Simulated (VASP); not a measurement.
An input for Ansatz (written as the equivalent of a VASP run, and not itself run):

Ansatz 0.2 input:
```yaml
crystal:
  lattice:
    - [3.8400000, 0.0000000, 0.0000000]
    - [0.0000000, 3.8400000, 0.0000000]
    - [0.0000000, 0.0000000, 3.8400000]
  atoms:
    - { symbol: Tl, position: [0.0000000, 0.0000000, 0.0000000] }
    - { symbol: Cl, position: [0.5000000, 0.5000000, 0.5000000] }
kpoints:
  mp_grid: { grid: [7, 7, 7] }
hamiltonian:
  xc: lda
  pseudopotentials: { kind: paw }
magnetization: { noncollinear: true, spin_orbit: true }
scf:
  occupations: { method: fermi_dirac, width: 0.01 }
  max_iter: 100
output: { forces: true, stress: true, eigenvalues: true }
```

### Question
Write the VASP files for the same calculation (LDA+SOC).

### Answer
Several could match; the one computed here: 
**KPOINTS**
```
Automatic mesh
0
Gamma
7 7 7
0 0 0
```

### INCAR
```
SYSTEM = TlCl
PREC = Accurate
ENCUT = 300
EDIFF = 1E-6
NELM = 100
ALGO = Normal
LREAL = .FALSE.
LASPH = .TRUE.
ISMEAR = -1
SIGMA = 0.01
LMAXMIX = 4
LWAVE = .FALSE.
LCHARG = .FALSE.
ISIF = 2
LSORBIT = .TRUE.
LNONCOLLINEAR = .TRUE.
MAGMOM = 0.0 0.0 0.0 0.0 0.0 0.0
GGA_COMPAT = .FALSE.
LORBIT = 11
```

File POSCAR:
```
TlCl
1
    3.8400000000     0.0000000000     0.0000000000
    0.0000000000     3.8400000000     0.0000000000
    0.0000000000     0.0000000000     3.8400000000
Tl Cl
1 1
Direct
  0.0000000000   0.0000000000   0.0000000000
  0.5000000000   0.5000000000   0.5000000000
```

POTCAR, in this order: Tl_d Cl (LDA.64 set). Program: vasp_ncl.

What does not carry over: each code has its own PAW files, so the cut-off isn't converted (ENCUT is set for VASP's; basis.ecutwfc is left out, and Ansatz then takes the one that its files recommend); Ansatz stops its SCF on the density residual and VASP on the energy change (EDIFF); Ansatz's lda is the Perdew-Wang form, while the LDA potentials of VASP carry Perdew-Zunger's.

The structure is a typed TlCl crystal (Pm-3m). The cell was not relaxed at this level. The run is one of a series of settings (GGA_COMPAT = .FALSE., LNONCOLLINEAR = .TRUE., LSORBIT = .TRUE., MAGMOM = 0.0 0.0 0.0 0.0 0.0 0.0, program vasp_ncl against the base run), some of them coarse on purpose.
